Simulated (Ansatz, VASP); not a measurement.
## Al5P (Al(100), 5 layers, one monolayer of P on hollow sites): VASP beside Ansatz

One calculation is typed for both programs; each brings its own data sets. How far apart do they land? The structure shown is the start of the Ansatz relaxation below; VASP solves that cell, so the two are compared at the walk's first step.

Program: Ansatz 0.2.0. Level of theory: plane waves, with VASP 6.6.1 beside it; single point at PBE. Results are calculated unless marked as measured.

**1. Starting point**

The cell holds 6 atoms: 5 Al and 1 P. Cell: a = 2.864 Å, b = 2.864 Å, c = 27.100 Å, α = 90.0°, β = 90.0°, γ = 90.0°. Vacuum lies along c.

**2. Ansatz: relaxation, PBE**

Ansatz runs on its default PAW (the set named soft_2) files.

The two programs are compared at the cell with which this relaxation starts, whose forces are those of its first step.

input.yaml reads:

```yaml
crystal:
  lattice:
    - [2.8637824638, 0.0, 0.0]
    - [0.0, 2.8637824638, 0.0]
    - [0.0, 0.0, 27.1]
  atoms:
    - { symbol: Al, position: [0.0, 0.0, 0.3062730627] }
    - { symbol: Al, position: [0.5, 0.5, 0.38099631] }
    - { symbol: Al, position: [0.0, 0.0, 0.4557195572] }
    - { symbol: Al, position: [0.5, 0.5, 0.5304428044] }
    - { symbol: Al, position: [0.0, 0.0, 0.6051660517] }
    - { symbol: P, position: [0.5, 0.5, 0.6438283241] }
kpoints:
  mp_grid: { grid: [8, 8, 1] }
hamiltonian:
  xc: pbe
scf:
  occupations: { method: fermi_dirac, width: 0.1 }
  convergence: { dr2_threshold: 1.0e-08 }
efield:
  axis: 3
  dipole_correction: true
  ramp_position: 0.97
  ramp_width: 0.04
relax:
  f_tol: 0.01
  constraints: [{ sites: [0, 1, 2] }]
output:
  write_potential: true
  write_density: true
  volumetric_format: npy
```

Started as:

```sh
> ansatz run input.yaml --threads 2 --pin off --max-ram 4096MiB --backend cpu --events-out ev --progress --plain --runs-dir out
```

Numbers of over 12 decimals in the logs are rounded to 6 here.

The log of the run:

```text
Engine: ansatz 0.2.0, x86_64-unknown-linux-gnu
Pseudopotentials: kind: paw
Pseudopotential: Al, paw, valence charge 3, recommended cutoff 420 eV (normal), Al.paw.azcp
Pseudopotential: P, paw, valence charge 5, recommended cutoff 420 eV (normal), P.paw.azcp
Functional definition: PBE
  parameter kappa = 0.804
  parameter beta = 0.066725
  exchange = pbe_x(kappa = kappa, mu = beta*pi^2/3)
  correlation = pbe_c(beta = beta)
Crystal: 6 atoms, lattice volume = 222.254 Å³
Basis set: ecut = 420 eV, 4343 PW (Γ), exchange–correlation on 40×40×384 points (8 copies of the dense FFT grid, shifted against one another)
Bands: 16, of which v1, the nominal top of the filled ones, is band 10 counted from 1 (9 counted from 0)
Symmetry: 8 space group operations
Space group: P4mm (ITA 99), of the structure as read, at distance tolerance 6.1e-5 Å
k-points: 15 of 64
Non-local potential: Al, projectors of the file, l = 0: 2, l = 1: 2, l = 2: 1
Non-local potential: P, projectors of the file, l = 0: 2, l = 1: 2, l = 2: 2
PAW form: soft (Blöchl's): semilocal exchange-correlation on the pseudo side does not see the compensation charge
PAW one-centre angular grid: Al, 110 points (default); XC on 64 Gauss nodes
PAW one-centre angular grid: P, 110 points (default); XC on 64 Gauss nodes
Initial density: superposition of atomic densities (neutral atoms: chi_scale 0, normalization atom), corrected by the library's trained network
Initial wavefunctions: pseudopotential atomic-orbital guess
Functional: x = pbe(κ = 0.804, μ = 0.219515), c = pbe(β = 0.066725)
SCF iter   1: F=—  HF=-3441.469986 eV  |F-HF|=—  |Δ(HF+E_count)|=         —  Δρ=2.42e-3  dr2=5.84e-2  ethr=1.77e-3  p=-0.020 e·Å  D=-1.61e-2 V/Å  ΔV_dip=0.44 eV  dr2_dipole=9.32e-3  V_vac-E_F(+/−)=4.58/4.15 eV  ⟨swp⟩=10.7  Hψ=2065  notcnv=0  defer=1
efield: sawtooth ramp at fractional position 0.9700 (set: `efield.ramp_position`, or a place that a band, a saddle search or an elastic batch's reference lends), width 0.0400; the density the first Hamiltonian is built on has a dipole p = -0.020 e·Å; the dipole correction subtracts the counter field D = -1.61e-2 V/Å, which shifts the + side's vacuum level by +0.44 eV against the − side's; the planar-averaged density in the ramp window peaks in size at 1.1e-5 e/Å³
preconditioner: auto → LDOS  [metal: Δε(μ)=0.051 eV  Ē_g=7.369 eV  σ=0.100 eV  W_gap=0.13  n_scr=14 (ndim 8)  ℏωp=11.1 eV  f_vac=0.499  D(μ)=2.57/eV (n_scr^D=12)  β→1.0]
SCF iter   2: F=—  HF=-3441.469670 eV  |F-HF|=—  |Δ(HF+E_count)|=   3.16e-4  Δρ=2.23e-3  dr2=5.80e-2  ethr=2.92e-4  p=-0.038 e·Å  D=-3.10e-2 V/Å  ΔV_dip=0.84 eV  dr2_dipole=2.55e-3  V_vac-E_F(+/−)=5.14/4.30 eV  ⟨swp⟩=2.7  Hψ=600  notcnv=0  defer=3
SCF iter   3: F=—  HF=-3441.461771 eV  |F-HF|=—  |Δ(HF+E_count)|=   7.90e-3  Δρ=3.34e-4  dr2=4.70e-4  ethr=2.90e-4  p=-0.029 e·Å  D=-2.38e-2 V/Å  ΔV_dip=0.65 eV  dr2_dipole=1.12e-4  V_vac-E_F(+/−)=4.93/4.28 eV  ⟨swp⟩=2.5  Hψ=373  notcnv=0  defer=3
SCF iter   4: F=—  HF=-3441.461883 eV  |F-HF|=—  |Δ(HF+E_count)|=   1.12e-4  Δρ=8.99e-5  dr2=3.66e-5  ethr=2.35e-6  p=-0.030 e·Å  D=-2.45e-2 V/Å  ΔV_dip=0.66 eV  dr2_dipole=2.69e-6  V_vac-E_F(+/−)=4.95/4.29 eV  ⟨swp⟩=2.9  Hψ=490  notcnv=0  defer=3
SCF iter   5: F=—  HF=-3441.462145 eV  |F-HF|=—  |Δ(HF+E_count)|=   2.62e-4  Δρ=2.57e-5  dr2=2.04e-6  ethr=1.83e-7  p=-0.030 e·Å  D=-2.43e-2 V/Å  ΔV_dip=0.66 eV  dr2_dipole=2.74e-8  V_vac-E_F(+/−)=4.95/4.29 eV  ⟨swp⟩=2.4  Hψ=404  notcnv=0  defer=3
SCF iter   6: F=—  HF=-3441.462155 eV  |F-HF|=—  |Δ(HF+E_count)|=   1.01e-5  Δρ=6.55e-6  dr2=5.06e-7  ethr=1.02e-8  p=-0.030 e·Å  D=-2.43e-2 V/Å  ΔV_dip=0.66 eV  dr2_dipole=1.59e-7  V_vac-E_F(+/−)=4.95/4.29 eV  ⟨swp⟩=2.1  Hψ=394  notcnv=0  defer=2
SCF iter   7: F=—  HF=-3441.462155 eV  |F-HF|=—  |Δ(HF+E_count)|=   4.61e-8  Δρ=2.06e-6  dr2=3.77e-8  ethr=2.53e-9  p=-0.030 e·Å  D=-2.43e-2 V/Å  ΔV_dip=0.66 eV  dr2_dipole=6.01e-11  V_vac-E_F(+/−)=4.95/4.29 eV  ⟨swp⟩=2.3  Hψ=359  notcnv=0  defer=2
SCF iter   8: F=-3441.462155 eV  HF=-3441.462155 eV  |F-HF|=7.05e-9  |Δ(HF+E_count)|=   2.56e-8  Δρ=4.89e-7  dr2=8.03e-10  ethr=5.00e-11  p=-0.030 e·Å  D=-2.43e-2 V/Å  ΔV_dip=0.66 eV  dr2_dipole=1.44e-10  V_vac-E_F(+/−)=4.95/4.29 eV  ⟨swp⟩=10.1  Hψ=1704  notcnv=0
SCF 1 converged in 8 iterations: F = -3441.462155 eV  dr2 = 8.03e-10
  greatest PAW one-centre occupation: 0.833 electrons in one spin orbital (limit 2), on the P atom at site 5 (counted from 0), in its partial waves of l = 0
relax step   1: F+E_penalty+E_count = -3441.46215499 eV  Δ(F+E_penalty+E_count) = +0.000e0 eV  max|allowed force component| = 2.879e0 eV/Å  Δτ_max = 0.0000 Å  (8 SCF iters, accepted)
[...]
relax step   4: F+E_penalty+E_count = -3442.21127270 eV  Δ(F+E_penalty+E_count) = -4.580e-2 eV  max|allowed force component| = 7.796e-2 eV/Å  Δτ_max = 0.1928 Å  (8 SCF iters, accepted)
[...]
relax step   5: F+E_penalty+E_count = -3442.21325085 eV  Δ(F+E_penalty+E_count) = -1.978e-3 eV  max|allowed force component| = 6.822e-3 eV/Å  Δτ_max = 0.0460 Å  (7 SCF iters, accepted)
NSCF: frozen V_eff on 15 k-points
the band table was solved once a step of the walk had ended and its energy, with any forces and stress, was formed, with the checks that follow a solve (2067 applications of the Hamiltonian). They found nothing against the state; the energy, forces and stress were not computed again (output.eigenvalues in the input reference)
WARN: The output density's exchange-correlation potential varies sharply where the density is thin. Do not read a vacuum level from v_tot or v_xc, or from such a field of the output density. On a cell that repeats whose density bears no net charge and no dipole along the vacuum's axis use v_es (v_loc + v_h of the components); under efield.dipole_correction with no amplitude use v_es + v_field, which holds any externa [...]
SCF converged after 7 iterations
Free energy (F): -3442.213251 eV
Harris-Foulkes:  -3442.213251 eV  (|F-HF|=3.88e-9)
Internal energy: -3442.128761 eV  (E = F + TS)
E sigma→0 (E₀):  -3442.171006 eV
Entropy (-TS):   -0.084490 eV (-14.082 meV/atom)
Fermi energy:    1.069184 eV
Dipole field:    D = -0.027316 V/Å  (p = -0.033551 e·Å, saw-weighted, corrected)
Work function:   Φ+ = 5.0012 eV   Φ− = 4.2609 eV
Levels:          The Fermi level and band energies are counted from a zero that moves with the ramp; work functions are not
--- Per-component energies (eV) ---
  E_band       = -72.432171
  E_kinetic    = 180.330710
  E_local      = -6007.125253  (includes V_loc(G=0)·N_el)
  E_nonlocal   = 85.540950
  E_hartree    = 2948.396258
  E_xc         = -257.922800
  E_vxc        = -202.600926  (∫ρ·V_xc dr)
  E_paw        = -2905.779058  (= ΣΔE_a)
  E_vpaw       = -25.646076  (= ΣTr[D̂ρ^β])
  E_aug_tail   = -0.000007  (compensation charges beyond the density's cutoff)
  E_efield     = 0.000458  (sawtooth field / dipole correction)
  E_vefield    = 0.277407  (∫n·V_field dr)
  E_ewald      = 2514.429982
  E_smearing   = -0.084490  (= −TS)
  E_closure    = -0.000000  (closes the sum)
  Σ components = -3442.213251   (vs F -3442.213251, Δ=0.00e0)
--- Forces (eV/Å), atoms counted from 1 ---
  atom   1  Al    -0.00000000     0.00000000    -0.13885076
  atom   2  Al     0.00000000     0.00000000     0.32116903
  atom   3  Al     0.00000000     0.00000000    -0.17804153
  atom   4  Al    -0.00000000     0.00000000    -0.00165003
  atom   5  Al    -0.00000000     0.00000000    -0.00682190
  atom   6  P     -0.00000000     0.00000000     0.00419936
  max |Σ_I F_I| component: 4.17e-6 eV/Å
--- Band table (eV; the first three rows and the last of 15) ---
  k-point 0: bands = [... 6 lower, -1.3351, 1.7531, 3.0086, 3.0086, 4.0681, 5.2693, 5.7239, 5.9413, ... 2 higher]
  k-point 1: bands = [... 6 lower, -1.0856, 0.7604, 1.9975, 3.2003, 3.5174, 4.2538, 4.4783, 5.5490, ... 2 higher]
  k-point 2: bands = [... 6 lower, -2.0533, -0.3542, 0.1938, 1.1400, 2.6514, 2.7640, 3.7371, 4.5371, ... 2 higher]
  k-point 14: bands = [... 6 lower, -0.5057, -0.3816, -0.2682, 0.1326, 0.2815, 0.9833, 0.9833, 1.1522, ... 2 higher]
--- Relaxed structure (5 steps of the walk, 5 accepted, 0 SCFs on fresh bases) ---
  F+E_penalty+E_count = -3442.21325085 eV   max|allowed force component| = 6.822e-3 eV/Å
  atoms:
    - { symbol: Al, position: [0.0, 0.0, 0.3062730627] }
    - { symbol: Al, position: [0.5, 0.5, 0.380996] }
    - { symbol: Al, position: [0.0, 0.0, 0.455720] }
    - { symbol: Al, position: [0.5, 0.5, 0.531192] }
    - { symbol: Al, position: [0.0, 0.0, 0.606589] }
    - { symbol: P, position: [0.5, 0.5, 0.666239] }
```

Reading the cycles: dr2 is the Hartree energy of the density residual (eV), the measure of convergence; HF is the Harris–Foulkes estimate of the energy, which meets the free energy F at convergence.

**3. VASP: single point, PBE, start cell**

The same cell, functional, mesh and smearing now go to VASP, with its own data sets.

Lines of VASP's logs that name or quote its potential files are left out, and so is its time.

INCAR reads:

```
SYSTEM = Al5P
PREC = Accurate
ENCUT = 400
EDIFF = 1E-06
NELM = 120
ISMEAR = -1
SIGMA = 0.1
LREAL = .FALSE.
ALGO = Normal
GGA = PE
NBANDS = 16
LORBIT = 11
LWAVE = .FALSE.
LCHARG = .FALSE.
ISIF = 2
LDIPOL = .TRUE.
IDIPOL = 3
DIPOL = 0.5 0.5 0.489
LVHAR = .TRUE.
LASPH = .TRUE.
GGA_COMPAT = .FALSE.
NELMDL = -8
KPAR = 2
```

POSCAR reads:

```
Al5P
1.0
    2.8637824638      0.0000000000      0.0000000000
    0.0000000000      2.8637824638      0.0000000000
    0.0000000000      0.0000000000     27.1000000000
Al P
5 1
Direct
    0.0000000000      0.0000000000      0.3062730627
    0.4999999190      0.4999999190      0.3809963100
    0.0000000000      0.0000000000      0.4557195572
    0.4999999190      0.4999999190      0.5304428044
    0.0000000000      0.0000000000      0.6051660517
    0.4999999190      0.4999999190      0.6438283395
```

KPOINTS reads:

```
Automatic mesh
0
Gamma
8 8 1
0 0 0
```

Potentials, in the order of the species: Al and P (PBE family, release 64).

Started as:

```sh
> mpirun -np 2 vasp_std
```

The log of the run:

```text
[banner, memory and clock lines left out]
running    2 mpi-ranks, on    1 nodes
 distrk:  each k-point on    1 cores,    2 groups
 distr:  one band on    1 cores,    1 groups

 POSCAR found type information on POSCAR AlP
 POSCAR found :  2 types and       6 ions
 LDA part: xc-table for (Slater+PW92), standard interpolation
 POSCAR, INCAR and KPOINTS ok, starting setup
 FFT: planning ... GRIDC
 FFT: planning ... GRID_SOFT
 FFT: planning ... GRID
 WAVECAR not read
 entering main loop
       N       E                     dE             d eps       ncg     rms          rms(c)
DAV:   1     0.666973475786E+02    0.66697E+02   -0.59957E+03   480   0.751E+02
DAV:   2    -0.183699891090E+02   -0.85067E+02   -0.82234E+02   720   0.141E+02
DAV:   3    -0.231805233390E+02   -0.48105E+01   -0.47290E+01   656   0.354E+01
DAV:   4    -0.233514761255E+02   -0.17095E+00   -0.17086E+00   728   0.784E+00
DAV:   5    -0.233591168382E+02   -0.76407E-02   -0.76404E-02   832   0.149E+00
DAV:   6    -0.233592464183E+02   -0.12958E-03   -0.12958E-03   744   0.181E-01
DAV:   7    -0.233592552601E+02   -0.88418E-05   -0.88419E-05   816   0.420E-02
DAV:   8    -0.233592555069E+02   -0.24673E-06   -0.24668E-06   680   0.607E-03    0.700E+00
DAV:   9    -0.332812381600E+02   -0.99220E+01   -0.85564E+01   720   0.282E+01    0.891E+00
DAV:  10    -0.230768030446E+02    0.10204E+02   -0.10542E+02   808   0.292E+01    0.469E+00
DAV:  11    -0.226057318407E+02    0.47107E+00   -0.52938E+00   568   0.821E+00    0.168E+00
DAV:  12    -0.223970866808E+02    0.20865E+00   -0.13319E+00   624   0.427E+00    0.738E-01
DAV:  13    -0.223846703844E+02    0.12416E-01   -0.11891E-01   656   0.180E+00    0.458E-01
DAV:  14    -0.223814238711E+02    0.32465E-02   -0.27513E-02   672   0.918E-01    0.257E-01
[...]
DAV:  22    -0.223788144433E+02   -0.92495E-04   -0.66688E-06   528   0.107E-02    0.240E-03
DAV:  23    -0.223788376977E+02   -0.23254E-04   -0.52678E-06   560   0.825E-03    0.256E-03
DAV:  24    -0.223788467646E+02   -0.90669E-05   -0.23868E-06   568   0.611E-03    0.148E-03
DAV:  25    -0.223788599360E+02   -0.13171E-04   -0.76286E-07   480   0.299E-03    0.113E-03
DAV:  26    -0.223788737093E+02   -0.13773E-04   -0.94571E-07   472   0.263E-03    0.802E-04
DAV:  27    -0.223788794317E+02   -0.57224E-05   -0.30048E-07   480   0.173E-03    0.531E-04
DAV:  28    -0.223788818385E+02   -0.24067E-05   -0.12305E-07   464   0.123E-03    0.295E-04
DAV:  29    -0.223788825756E+02   -0.73719E-06   -0.52257E-08   464   0.913E-04
   1 F= -.22378883E+02 E0= -.22338294E+02  d E =-.811772E-01
```

OUTCAR, selected parts (step 3):

```text
ion  position               nearest neighbor table
   1  0.000  0.000  0.306-   2 2.86   2 2.86   2 2.86   2 2.86
   2  0.500  0.500  0.381-   3 2.86   1 2.86   3 2.86   3 2.86   1 2.86   1 2.86   3 2.86   1 2.86

  LATTYP: Found a simple tetragonal cell.
 ALAT       =     2.8637824638
 C/A-ratio  =     9.4630092692

 Subroutine GETGRP returns: Found  8 space group operations
 (whereof  8 operations were pure point group operations)

The static configuration has the point symmetry C_4v.

 Found     15 irreducible k-points:

   k-points           NKPTS =     15   k-points in BZ     NKDIM =     15   number of bands    NBANDS=     16

   dimension x,y,z NGX =    20 NGY =   20 NGZ =  180
   dimension x,y,z NGXF=    40 NGYF=   40 NGZF=  360

   ENCUT  =  400.0 eV  29.40 Ry    5.42 a.u.   4.67  4.67 44.19*2*pi/ulx,y,z

   NELECT =      20.0000    total number of electrons

 k-points in reciprocal lattice and weights: Automatic mesh
   0.00000000  0.00000000  0.00000000       0.016
   0.12500000  0.00000000  0.00000000       0.062
   0.25000000  0.00000000  0.00000000       0.062
   0.37500000  0.00000000  0.00000000       0.062
   0.50000000  0.00000000  0.00000000       0.031
   0.12500000  0.12500000  0.00000000       0.062
   0.25000000  0.12500000  0.00000000       0.125
   0.37500000  0.12500000  0.00000000       0.125
   0.50000000  0.12500000  0.00000000       0.062
[...]
0.50000000  0.37500000  0.00000000       0.062
   0.50000000  0.50000000  0.00000000       0.016

 dipolmoment           0.000000      0.000000      0.029389 electrons x Angstroem

 average (electrostatic) potential at core
       1 -79.7238       2 -79.6749       3 -79.6095       4 -79.7406       5 -79.4501
       6 -87.7497

 E-fermi :   0.9438

 k-point     1 :       0.0000    0.0000    0.0000
  band No.  band energies     occupation
    ...
      3      -8.6623      2.00000
      4      -7.0254      2.00000
      5      -5.1034      2.00000
      6      -2.7699      2.00000
      7      -0.8967      2.00000
      8       1.4207      0.01684
      9       1.4207      0.01684
     10       2.3268      0.00000
     11       4.2836      0.00000
     12       4.4500      0.00000
    ...

 k-point     2 :       0.1250    0.0000    0.0000
  band No.  band energies     occupation
    ...
      4      -6.7548      2.00000
      5      -4.8398      2.00000
      6      -2.5151      2.00000
      7      -0.8201      2.00000
      8      -0.6294      2.00000
      9       1.6120      0.00250
     10       2.5583      0.00000
     11       3.4088      0.00000
     12       4.3225      0.00000
     13       4.7256      0.00000
    ...

 k-point     3 :       0.2500    0.0000    0.0000
  band No.  band energies     occupation
    ...
      5      -4.0644      2.00000
      6      -3.7927      2.00000
      7      -1.7736      2.00000
      8      -0.0367      1.99989
      9       0.1509      1.99928
     10       1.0914      0.37205
     11       2.1538      0.00001
     12       2.7217      0.00000
     13       3.3317      0.00000
     14       4.7133      0.00000
    ...

  Total        6.3492631      6.3492631      3.9080294      0.0000000      0.0000000      0.0000000
  in kB       45.7703851     45.7703851     28.1720896      0.0000000      0.0000000      0.0000000
  external PRESSURE =      39.9042866 kB  Pullay stress =       0.0000000 kB

  energy-cutoff  :      400.00
  volume of cell :      222.25
      direct lattice vectors                 reciprocal lattice vectors
     2.863782464  0.000000000  0.000000000     0.349188534  0.000000000  0.000000000
     0.000000000  2.863782464  0.000000000     0.000000000  0.349188534  0.000000000
     0.000000000  0.000000000 27.100000000     0.000000000  0.000000000  0.036900369

 POSITION                                       TOTAL-FORCE (eV/Angst)
 -----------------------------------------------------------------------------------
      0.00000      0.00000      8.30000         0.000000     -0.000000     -0.132292
      1.43189      1.43189     10.32500         0.000000     -0.000000      0.288437
      0.00000      0.00000     12.35000         0.000000     -0.000000     -0.343397
      1.43189      1.43189     14.37500         0.000000     -0.000000     -0.104165
      0.00000      0.00000     16.40000         0.000000     -0.000000     -2.578226
      1.43189      1.43189     17.44775         0.000000      0.000000      2.869644
 -----------------------------------------------------------------------------------
    total drift:                                0.000040      0.000040      0.000275

  FREE ENERGIE OF THE ION-ELECTRON SYSTEM (eV)
  ---------------------------------------------------
  free  energy   TOTEN  =       -22.3788825756 eV

  energy  without entropy=      -22.2977053900  energy(sigma->0) =      -22.33829398

 vacuum level on the upper side and lower side of the slab         5.887         5.239

 total charge
# of ion       s       p       d       tot
------------------------------------------
    1        0.474   0.290   0.000   0.764
    2        0.423   0.345   0.000   0.768
    3        0.437   0.332   0.000   0.769
    4        0.431   0.332   0.000   0.763
    5        0.434   0.434   0.000   0.867
    6        1.119   1.461   0.000   2.580
--------------------------------------------------
tot          3.318   3.193   0.000   6.511

[... 3 further parts left out ...]
```

**4. Side by side**

Known differences besides the potentials themselves: the cutoff is 420 eV in Ansatz and 400 eV in VASP. Total energies have different zeros and are not compared.

Forces (eV/Å; atoms numbered as in POSCAR):

```csv
atom,"Ansatz x, y, z","VASP x, y, z"
Al1,"0.000, 0.000, -0.134","0.000, 0.000, -0.132"
Al2,"0.000, 0.000, 0.287","0.000, 0.000, 0.288"
Al3,"0.000, 0.000, -0.342","0.000, 0.000, -0.343"
Al4,"0.000, 0.000, -0.106","0.000, 0.000, -0.104"
Al5,"0.000, 0.000, -2.584","0.000, 0.000, -2.578"
P6,"0.000, 0.000, 2.879","0.000, 0.000, 2.870"
```

The forces differ by 2.7 meV/Å r.m.s., which is 0.3 % of the r.m.s. force of 0.916 eV/Å (both taken over all components). With vacuum in the cell, a pressure given here is an average over mostly empty space and none of the material.

**5. What came out**

* r.m.s. force difference (single point, PBE, start cell): 0.29 % of the r.m.s. force

The r.m.s. force difference is 0.29 % of the r.m.s. force (single point, PBE, start cell), within the 3 % picked in this series as the mark of a large difference. 1 further run of this series is not shown here. How closely two codes agree says nothing of how well the functional describes the real material.

[Lines on the potential files, build, host, timing and source positions are cut from VASP's logs without a mark.]

[Logs are printed without paths, hosts, clocks, repeated set-up lines and the standing remarks that a program may print on its own settings, such as how far it seeks lower states.]

[Hosts, paths, dates, database ids (printed as entryN), source tags and the programs' standing remarks are cut or masked in the printed files.]
